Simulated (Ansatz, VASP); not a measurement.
# Cd (Cadmium): VASP beside Ansatz

Aim: how closely do two programs agree when they are given the same cell, functional and k mesh? The cell is taken from a series of runs on this material, whose earlier steps may have relaxed, scaled, displaced or heated it; both programs get it as it stands.

Program: Ansatz 0.2.0. Level of theory: plane waves, with VASP 6.6.1 beside it; zone-centre phonons at PBE with D3(BJ). Results are calculated unless marked as measured.

## (1) Set-up

The structure is hexagonal, space group P6_3/mmc (No. 194). The conventional cell has a = 2.971 Å, b = 2.971 Å, c = 5.598 Å, α = 90.00°, β = 90.00°, γ = 120.00°. Nearest to Cd lie 12 Cd at 2.97 to 3.28 Å.

As a file:

```xyz
2
Lattice="2.9708 0.0000 0.0000 -1.4854 2.5728 0.0000 0.0000 0.0000 5.5981" Properties=species:S:1:pos:R:3 pbc="T T T"
Cd    0.0000    1.7152    1.3995
Cd    1.4854    0.8576    4.1986
```

## (2) VASP: zone-centre phonons, PBE with D3(BJ)

Second derivatives magnify differences that forces hide, and they need a tight electronic threshold.

Lines of VASP's logs that name or quote its potential files are left out, and so is its time.

File INCAR:

```
SYSTEM = Cd
PREC = Accurate
ENCUT = 500
EDIFF = 1E-08
NELM = 120
ISMEAR = 1
SIGMA = 0.2
LREAL = .FALSE.
ALGO = Normal
GGA = PE
IVDW = 12
NBANDS = 18
LORBIT = 11
LWAVE = .FALSE.
LCHARG = .FALSE.
ISIF = 2
IBRION = 6
NFREE = 2
POTIM = 0.015
NSW = 1
LASPH = .TRUE.
GGA_COMPAT = .FALSE.
KPAR = 2
```

File POSCAR:

```
Cd
1.0
    2.9708088379      0.0000000000      0.0000000000
   -1.4854044189      2.5727959234      0.0000000000
    0.0000000000      0.0000000000      5.5981160694
Cd
2
Direct
    0.3333333333      0.6666666667      0.2500000000
    0.6666666667      0.3333333333      0.7500000000
```

File KPOINTS:

```
Automatic mesh
0
Gamma
21 21 10
0 0 0
```

The projector-augmented-wave data sets are Cd (PBE family, release 64).

On the command line:

```bash
$ mpirun -np 2 vasp_std
```

Numbers of over 12 decimals in the logs are rounded to 6 here.

The program printed:

```text
[banner, memory and clock lines left out]
running    2 mpi-ranks, on    1 nodes
 distrk:  each k-point on    1 cores,    2 groups
 distr:  one band on    1 cores,    1 groups

 POSCAR found type information on POSCAR Cd
 POSCAR found :  1 types and       2 ions
 LDA part: xc-table for (Slater+PW92), standard interpolation
 POSCAR, INCAR and KPOINTS ok, starting setup
 FFT: planning ... GRIDC
 FFT: planning ... GRID_SOFT
 FFT: planning ... GRID
 WAVECAR not read
 entering main loop
       N       E                     dE             d eps       ncg     rms          rms(c)
DAV:   1     0.169634481432E+03    0.16963E+03   -0.12977E+04 10376   0.130E+03
DAV:   2     0.218412603616E+01   -0.16745E+03   -0.16258E+03 10612   0.342E+02
DAV:   3    -0.155866240371E+01   -0.37428E+01   -0.37354E+01 12006   0.591E+01
DAV:   4    -0.156501396883E+01   -0.63516E-02   -0.63508E-02 11404   0.218E+00
DAV:   5    -0.156503220540E+01   -0.18237E-04   -0.18237E-04 11164   0.117E-01    0.462E+00
DAV:   6    -0.146419700278E+01    0.10084E+00   -0.26505E-01 11126   0.635E+00    0.366E+00
DAV:   7    -0.145931355260E+01    0.48835E-02   -0.30551E-02 11174   0.171E+00    0.169E+00
DAV:   8    -0.145954752722E+01   -0.23397E-03   -0.36364E-03 10922   0.778E-01    0.942E-02
DAV:   9    -0.145958332322E+01   -0.35796E-04   -0.20527E-05 11786   0.503E-02    0.401E-02
DAV:  10    -0.145962618747E+01   -0.42864E-04   -0.36111E-05 11118   0.596E-02    0.405E-03
DAV:  11    -0.145962612923E+01    0.58240E-07   -0.54160E-08 11154   0.244E-03    0.166E-03
DAV:  12    -0.145962593186E+01    0.19738E-06   -0.16287E-08  9094   0.111E-03    0.340E-04
DAV:  13    -0.145962594179E+01   -0.99312E-08   -0.35151E-10  5712   0.216E-04
   1 F= -.23551910E+01 E0= -.23552906E+01  d E =0.298746E-03
[...]
2 F= -.23551581E+01 E0= -.23552575E+01  d E =0.298197E-03
[...]
3 F= -.23551581E+01 E0= -.23552575E+01  d E =0.298197E-03
[...]
4 F= -.23549328E+01 E0= -.23550309E+01  d E =0.294382E-03
 Finite differences progress:
  Degree of freedom:   2/  2
  Displacement:        1/  2
  Total:               3/  4
 bond charge predicted
       N       E                     dE             d eps       ncg     rms          rms(c)
DAV:   1    -0.145696399362E+01    0.24075E-02   -0.74558E+00 15722   0.188E+01    0.104E-01
DAV:   2    -0.145937712951E+01   -0.24131E-02   -0.24145E-02 16168   0.123E+00    0.403E-02
DAV:   3    -0.145937562438E+01    0.15051E-05   -0.14085E-04 16658   0.871E-02    0.255E-02
DAV:   4    -0.145937203175E+01    0.35926E-05   -0.16558E-05 16688   0.263E-02    0.869E-03
DAV:   5    -0.145937154510E+01    0.48665E-06   -0.43873E-06 16740   0.140E-02    0.279E-03
DAV:   6    -0.145937147981E+01    0.65294E-07   -0.44309E-07 16126   0.386E-03    0.731E-04
DAV:   7    -0.145937147469E+01    0.51209E-08   -0.11349E-08 12058   0.731E-04
   5 F= -.23549328E+01 E0= -.23550309E+01  d E =0.294379E-03
 Finite differences progress:
  Degree of freedom:   2/  2
  Displacement:        2/  2
  Total:               4/  4
```

OUTCAR, selected parts (step 2):

```text
ion  position               nearest neighbor table
   1  0.333  0.667  0.250-   2 3.28   2 3.28   2 3.28   2 3.28   2 3.28   2 3.28
   2  0.667  0.333  0.750-   1 3.28   1 3.28   1 3.28   1 3.28   1 3.28   1 3.28

  LATTYP: Found a hexagonal cell.
 ALAT       =     2.9708088379
 C/A-ratio  =     1.8843743825

 Subroutine GETGRP returns: Found 24 space group operations
 (whereof 12 operations were pure point group operations)

The static configuration has the point symmetry D_3d.
 The point group associated with its full space group is D_6h.

 Found    288 irreducible k-points:

   k-points           NKPTS =    288   k-points in BZ     NKDIM =    288   number of bands    NBANDS=     18

   dimension x,y,z NGX =    24 NGY =   24 NGZ =   42
   dimension x,y,z NGXF=    48 NGYF=   48 NGZF=   84

   ENCUT  =  500.0 eV  36.75 Ry    6.06 a.u.   5.42  5.42 10.21*2*pi/ulx,y,z

   NELECT =      24.0000    total number of electrons

 k-points in reciprocal lattice and weights: Automatic mesh
   0.00000000  0.00000000  0.00000000       0.000
   0.04761905  0.00000000  0.00000000       0.001
   0.09523810  0.00000000  0.00000000       0.001
   0.14285714  0.00000000  0.00000000       0.001
   0.19047619  0.00000000  0.00000000       0.001
   0.23809524 -0.00000000  0.00000000       0.001
   0.28571429  0.00000000  0.00000000       0.001
   0.33333333 -0.00000000  0.00000000       0.001
   0.38095238  0.00000000  0.00000000       0.001
[...]
0.33333333  0.28571429  0.50000000       0.003
   0.33333333  0.33333333  0.50000000       0.000

 Edisp (eV)   -0.89556

 average (electrostatic) potential at core
       1 -39.3807       2 -39.3807

 E-fermi :   3.1050

 k-point     1 :       0.0000    0.0000    0.0000
  band No.  band energies     occupation
    ...
      9      -5.7146      2.00000
     10      -5.4572      2.00000
     11      -5.4572      2.00000
     12      -0.0378      2.00000
     13       0.0260      2.00000
     14      13.6819      0.00000
     15      17.5319      0.00000
     16      18.0135      0.00000
     17      18.0135      0.00000
     18      18.0321      0.00000

 k-point     2 :       0.0476    0.0000    0.0000
  band No.  band energies     occupation
    ...
      9      -5.7223      2.00000
     10      -5.4894      2.00000
     11      -5.4567      2.00000
     12       0.0535      2.00000
     13       0.0586      2.00000
     14      13.7576      0.00000
     15      16.6949      0.00000
     16      17.4519      0.00000
     17      17.5109      0.00000
     18      18.0224      0.00000

 k-point     3 :       0.0952    0.0000    0.0000
  band No.  band energies     occupation
    ...
      9      -5.6880      2.00000
     10      -5.5744      2.00000
     11      -5.4557      2.00000
     12       0.1589      2.00000
     13       0.3189      2.00000
     14      13.9802      0.00000
     15      14.9243      0.00000
     16      16.4990      0.00000
     17      17.1935      0.00000
     18      17.9692      0.00000

 Edisp (eV)   -0.89556

  Total       0.11358     0.11358     0.05522     0.00000     0.00000     0.00000
  in kB       4.25291     4.25291     2.06785     0.00000     0.00000     0.00000
  external pressure =        3.52 kB  Pullay stress =        0.00 kB

  energy-cutoff  :      500.00
  volume of cell :       42.79
      direct lattice vectors                 reciprocal lattice vectors
     2.970808838  0.000000000  0.000000000     0.336608666  0.194341104  0.000000000
    -1.485404419  2.572795923  0.000000000     0.000000000  0.388682208  0.000000000
     0.000000000  0.000000000  5.598116069     0.000000000  0.000000000  0.178631523

 POSITION                                       TOTAL-FORCE (eV/Angst)
 -----------------------------------------------------------------------------------
     -0.00000      1.71520      1.38453        -0.000000      0.000000      0.034568
      1.48540      0.85760      4.19859         0.000000     -0.000000     -0.034568
 -----------------------------------------------------------------------------------
    total drift:                               -0.000000     -0.000000     -0.001765

  FREE ENERGIE OF THE ION-ELECTRON SYSTEM (eV)
  ---------------------------------------------------
  free  energy   TOTEN  =        -2.3549327721 eV

  energy  without entropy=       -2.3552271515  energy(sigma->0) =       -2.35503090

 Eigenvectors and eigenvalues of the dynamical matrix
 ----------------------------------------------------

   1 f  =    3.163480 THz    19.876728 2PiTHz  105.522318 cm-1    13.083094 meV
             X         Y         Z           dx          dy          dz
     -0.000000  1.715197  1.399529    -0.000000    0.000000    0.707107
      1.485404  0.857599  4.198587     0.000000   -0.000000   -0.707107

   2 f  =    1.158499 THz     7.279065 2PiTHz   38.643373 cm-1     4.791165 meV
             X         Y         Z           dx          dy          dz
     -0.000000  1.715197  1.399529    -0.541284   -0.454985   -0.000000
      1.485404  0.857599  4.198587     0.541284    0.454985   -0.000000

   3 f  =    1.158499 THz     7.279065 2PiTHz   38.643373 cm-1     4.791165 meV
             X         Y         Z           dx          dy          dz
     -0.000000  1.715197  1.399529    -0.454985    0.541284    0.000000
      1.485404  0.857599  4.198587     0.454985   -0.541284    0.000000

   4 f  =    0.000000 THz     0.000000 2PiTHz    0.000001 cm-1     0.000000 meV
             X         Y         Z           dx          dy          dz
     -0.000000  1.715197  1.399529     0.700166   -0.097518    0.016050
      1.485404  0.857599  4.198587     0.700166   -0.097518    0.016050

   5 f/i=    0.000000 THz     0.000000 2PiTHz    0.000000 cm-1     0.000000 meV
             X         Y         Z           dx          dy          dz
     -0.000000  1.715197  1.399529     0.098697    0.683976   -0.149787
      1.485404  0.857599  4.198587     0.098697    0.683976   -0.149787

   6 f/i=    0.000000 THz     0.000000 2PiTHz    0.000001 cm-1     0.000000 meV
             X         Y         Z           dx          dy          dz
     -0.000000  1.715197  1.399529     0.005132    0.150557    0.690873
      1.485404  0.857599  4.198587     0.005132    0.150557    0.690873

 ELASTIC MODULI CONTR FROM IONIC RELAXATION (kBar)
 Direction    XX          YY          ZZ          XY          YZ          ZX
 --------------------------------------------------------------------------------
 XX         -17.2488     17.2488      0.0000     -0.0000      0.0000      0.0000
 YY          17.2488    -17.2488     -0.0000     -0.0000      0.0000     -0.0000
 ZZ           0.0000     -0.0000     -0.0000     -0.0000      0.0000     -0.0000
 XY          -0.0000     -0.0000     -0.0000    -17.2488      0.0000      0.0000
 YZ           0.0000      0.0000      0.0000      0.0000      0.0000      0.0000
 ZX           0.0000     -0.0000     -0.0000      0.0000      0.0000     -0.0000
 --------------------------------------------------------------------------------

 total charge
# of ion       s       p       d       tot
------------------------------------------
    1        0.525   0.316   9.484  10.325
    2        0.525   0.316   9.484  10.325
--------------------------------------------------
tot          1.050   0.632  18.968  20.651

[... 3 further parts left out ...]
```

The last energy, forces, stress and levels in OUTCAR belong to the last displaced cell, not to the cell of POSCAR. Dispersion corrections of this kind ignore metallic screening and tend to overbind metals.

Levels, forces or a CONTCAR printed for this step are those of its last displaced cell, not of the structure at rest.

## (3) Ansatz: zone-centre phonons, PBE with D3(BJ)

Ansatz runs on its PAW soft_1 files.

The same cell, functional, mesh and smearing now go to Ansatz, which takes its cutoff from its data sets.

File input.yaml:

```yaml
crystal:
  lattice:
    - [2.9708088379, 0.0, 0.0]
    - [-1.4854044189, 2.5727959234, 0.0]
    - [0.0, 0.0, 5.5981160694]
  atoms:
    - { symbol: Cd, position: [0.3333333333, 0.6666666667, 0.25] }
    - { symbol: Cd, position: [0.6666666667, 0.3333333333, 0.75] }
kpoints:
  mp_grid: { grid: [21, 21, 10] }
hamiltonian:
  xc: pbe
  dispersion: d3bj
  pseudopotentials: { kind: paw, azcp: { folder: soft_1 } }
scf:
  occupations: { method: methfessel_paxton, width: 0.2 }
output:
  eigenvalues: true
phonons:
  method: dfpt
```

On the command line:

```bash
$ ansatz run input.yaml --threads 4 --pin off --max-ram 8192MiB --backend cpu --events-out ev --progress --plain --runs-dir out
```

The program printed:

```text
zone centre: on kpoints.mp_grid the ground state, and the responses unless they are solved on pairs of k-points, stand on 726 of the mesh's 4410 k-points, reduced under 4 symmetry operations, with k and −k counted as one. Each operation leaves every solved displacement unchanged or reverses it
Engine: ansatz 0.2.0, x86_64-unknown-linux-gnu
Pseudopotentials: kind: paw
Pseudopotential: Cd, paw, valence charge 20, recommended cutoff 420 eV (normal), soft_1/Cd.paw.azcp
Functional definition: PBE
  parameter kappa = 0.804
  parameter beta = 0.066725
  exchange = pbe_x(kappa = kappa, mu = beta*pi^2/3)
  correlation = pbe_c(beta = beta)
Crystal: 2 atoms, lattice volume = 42.788 Å³
Basis set: ecut = 420 eV, 835 PW (Γ), exchange–correlation on 40×40×80 points (8 copies of the dense FFT grid, shifted against one another)
Bands: 24, of which v1, the nominal top of the filled ones, is band 20 counted from 1 (19 counted from 0)
Symmetry: 24 space group operations
k-points: 726 of 4410 (irreducible under 4 space group operations, time reversal used)
Non-local potential: Cd, projectors of the file, l = 0: 3, l = 1: 2, l = 2: 2, l = 3: 1
PAW form: soft (Blöchl's): semilocal exchange-correlation on the pseudo side does not see the compensation charge
PAW one-centre angular grid: Cd, 590 points (default); XC on 64 Gauss nodes
Initial density: superposition of atomic densities (chi_scale 0.1, normalization cell)
Initial wavefunctions: pseudopotential atomic-orbital guess
Functional: x = pbe(κ = 0.804, μ = 0.219515), c = pbe(β = 0.066725)
SCF iter   1: F=—  HF=-16510.033623 eV  |F-HF|=—  |Δ(HF+E_count)|=         —  Δρ=2.98e-2  dr2=4.54e-1  ethr=3.10e-3  ⟨swp⟩=4.3  Hψ=62333  notcnv=0
preconditioner: auto → Kerker (q_TF=auto, 2.698 Å⁻¹)  [metal: Δε(μ)=0.029 eV  Ē_g=12.937 eV  σ=0.200 eV  W_gap=0.12  n_scr=22 (ndim 8)  ℏωp=27.8 eV  f_vac=0.000  D(μ)=0.44/eV (n_scr^D=2)]
SCF iter   2: F=—  HF=-16509.945858 eV  |F-HF|=—  |Δ(HF+E_count)|=   8.78e-2  S|Δr|=    0.00e0  Δρ=1.59e-2  dr2=1.30e-1  ethr=1.14e-3  ⟨swp⟩=1.0  Hψ=23287  notcnv=0
SCF iter   3: F=—  HF=-16509.918316 eV  |F-HF|=—  |Δ(HF+E_count)|=   2.75e-2  S|Δr|=    0.00e0  Δρ=4.82e-3  dr2=1.17e-2  ethr=3.25e-4  ⟨swp⟩=2.2  Hψ=24513  notcnv=0
SCF iter   4: F=—  HF=-16509.918189 eV  |F-HF|=—  |Δ(HF+E_count)|=   1.27e-4  S|Δr|=    0.00e0  Δρ=1.66e-3  dr2=6.54e-4  ethr=2.91e-5  ⟨swp⟩=2.0  Hψ=28365  notcnv=0  defer=7
SCF iter   5: F=—  HF=-16509.918494 eV  |F-HF|=—  |Δ(HF+E_count)|=   3.05e-4  S|Δr|=    0.00e0  Δρ=2.45e-4  dr2=2.25e-5  ethr=1.64e-6  ⟨swp⟩=3.0  Hψ=32171  notcnv=0  defer=7
SCF iter   6: F=—  HF=-16509.918510 eV  |F-HF|=—  |Δ(HF+E_count)|=   1.54e-5  S|Δr|=    0.00e0  Δρ=6.10e-5  dr2=1.71e-6  ethr=5.62e-8  ⟨swp⟩=2.8  Hψ=26745  notcnv=0  defer=7
SCF iter   7: F=—  HF=-16509.918513 eV  |F-HF|=—  |Δ(HF+E_count)|=   3.90e-6  S|Δr|=    0.00e0  Δρ=1.22e-5  dr2=6.46e-8  ethr=4.26e-9  ⟨swp⟩=2.5  Hψ=22444  notcnv=0  defer=7
SCF iter   8: F=—  HF=-16509.918513 eV  |F-HF|=—  |Δ(HF+E_count)|=   1.23e-8  S|Δr|=    0.00e0  Δρ=2.54e-6  dr2=2.51e-9  ethr=1.61e-10  ⟨swp⟩=2.4  Hψ=22909  notcnv=0  defer=7
SCF iter   9: F=—  HF=-16509.918513 eV  |F-HF|=—  |Δ(HF+E_count)|=  7.75e-10  S|Δr|=    0.00e0  Δρ=4.35e-7  dr2=5.63e-11  ethr=6.28e-12  ⟨swp⟩=2.5  Hψ=24358  notcnv=0  defer=7
SCF iter  10: F=-16509.918513 eV  HF=-16509.918513 eV  |F-HF|=3.64e-12  |Δ(HF+E_count)|=  4.00e-11  S|Δr|=    0.00e0  Δρ=7.17e-8  dr2=1.32e-12  ethr=1.00e-12  ⟨swp⟩=5.1  Hψ=72357  notcnv=0
SCF 1 converged in 10 iterations: F = -16509.918513 eV  dr2 = 1.32e-12
  greatest PAW one-centre occupation: 1.000 electrons in one spin orbital (limit 2), on the Cd atom at site 1 (counted from 0), in its partial waves of l = 0
DFPT response loops at Γ: preconditioner auto → Kerker (q_TF=auto, 2.698 Å⁻¹) (partly filled bands, converged f_vac=0.000); β = 1.00, the filter's whole step (`scf.mixing.beta` (0.50) is not read by the response loops under this deck's `scf.mixing.preconditioner`; to damp them name `kerker` or `kerker_dos`, under which they read `scf.mixing.beta`, and type it under 1.00, their step now; both keys bind the ground state too); Broyden in place of MSR1
SCF converged after 10 iterations
Stability not checked: this state was not tested for a lower state beside it, because cold or Methfessel-Paxton smearing, or corrected tetrahedra, fill the levels in a way that the test cannot read (fill_not_monotonic; see scf.lower_state_search)
Free energy (F): -16509.918513 eV
Harris-Foulkes:  -16509.918513 eV  (|F-HF|=3.64e-12)
Internal energy: -16509.918829 eV  (E = F + TS)
E sigma→0 (E₀):  -16509.918592 eV
Entropy (-TS):   0.000315 eV (0.158 meV/atom)
Fermi energy:    14.930836 eV
--- Per-component energies (eV) ---
  E_band       = -783.317612
  E_kinetic    = 881.796419
  E_local      = -5891.519411  (includes V_loc(G=0)·N_el)
  E_nonlocal   = 236.423934
  E_hartree    = 2746.715228
  E_xc         = -314.957024
  E_vxc        = -394.684921  (∫ρ·V_xc dr)
  E_paw        = -8194.918762  (= ΣΔE_a)
  E_vpaw       = -1108.764830  (= ΣTr[D̂ρ^β])
  E_aug_tail   = 0.000768  (compensation charges beyond the density's cutoff)
  E_ewald      = -5972.564182
  E_disp       = -0.895800  (pairwise vdW)
  E_smearing   = 0.000315  (= −TS)
  E_closure    = -0.000000  (closes the sum)
  Σ components = -16509.918513   (vs F -16509.918513, Δ=0.00e0)
--- Band table (eV; the first three rows and the last of 726) ---
  k-point 0: bands = [... 16 lower, 6.1242, 6.3819, 6.3819, 11.7914, 11.8609, 25.2673, 28.6216, 29.6381]
  k-point 1: bands = [... 16 lower, 6.1325, 6.3772, 6.3772, 10.7386, 13.0116, 24.6407, 28.6306, 29.6763]
  k-point 2: bands = [... 16 lower, 6.1871, 6.3629, 6.3629, 9.7542, 14.2888, 23.2981, 28.6434, 29.5561]
  k-point 725: bands = [... 16 lower, 6.4872, 6.4872, 12.0263, 12.0263, 19.1353, 19.1353, 19.6735, 19.6735]
--- Phonons (Γ-DFPT): 2 representative perturbations + reference, on 726 of 4410 k-points (Σ response iterations 8) ---
  k mesh reduced under 4 symmetry operations, with k and −k counted as one. Each operation leaves every solved displacement unchanged or reverses it
  ASR residual: 1.174e-5 → 0.000e0 eV/Å²; symmetrization residual: 3.574e-10 eV/Å²
  pairwise dispersion correction: d3bj (s6 = 1.0, s8 = 0.7875, a1 = 0.4289, a2_bohr = 4.4407), with the weights of each atom's references fixed at the reference crystal's, and the forces and stress that the weights' published response gives there kept as a pressure on the atom's counted neighbours (hamiltonian.dispersion)
  ASR residual per site (eV/Å²): 1.17e-5 1.17e-5
  Γ frequencies (cm⁻¹): 0.00 0.00 0.00 38.82 38.82 104.18
  non-analytic LO–TO correction: not included (Born effective charges unavailable; polar crystals: no LO–TO splitting at Γ)
```

## (4) Differences

Known differences besides the potentials themselves: the data sets hold 40 valence electrons in Ansatz (on its PAW soft_1 files) and 24 in VASP; the cutoff is 420 eV in Ansatz and 500 eV in VASP; Ansatz takes the dispersion share of the force constants at frozen C6 weights, VASP differentiates the full forces; VASP uses finite displacements, Ansatz perturbation theory. Total energies have different zeros and are not compared.

Compared:

```csv
quantity,Ansatz,VASP,difference
optical mode 1 to 2 (cm⁻¹),38.8,38.6,+0.2
optical mode 3 (cm⁻¹),104.2,105.5,-1.27 %
```

Modes are paired by rising frequency, not by their patterns, so a pair may set unlike modes beside each other; they are those without the splitting of longitudinal modes.

## (5) Summary of results

```json
{
 "r.m.s. difference of the optical zone-centre modes, each program's sorted by frequency (zone-centre phonons, PBE with D3(BJ))": "0.79 cm⁻¹",
 "difference in optical mode 3 (zone-centre phonons, PBE with D3(BJ))": "-1.3 %"
}
```

The r.m.s. difference of the optical zone-centre modes, each program's sorted by frequency is 0.79 cm⁻¹ (zone-centre phonons, PBE with D3(BJ)). The data sets hold unlike numbers of valence electrons (40 in Ansatz and 24 in VASP), so part of the differences comes from the potentials. Among the rows given in per cent, the largest difference of the zone-centre phonons, PBE with D3(BJ) pair is in optical mode 3, -1.3 %. Such differences can come from data sets, numerical settings and the points named under the comparisons, not from the functional's error against experiment.

[Lines on the potential files, build, host, timing and source positions are cut from VASP's logs without a mark.]

[Logs are printed without paths, hosts, clocks, repeated set-up lines and the standing remarks that a program may print on its own settings, such as how far it seeks lower states.]

[Hosts, paths, dates, database ids (printed as entryN), source tags and the programs' standing remarks are cut or masked in the printed files.]
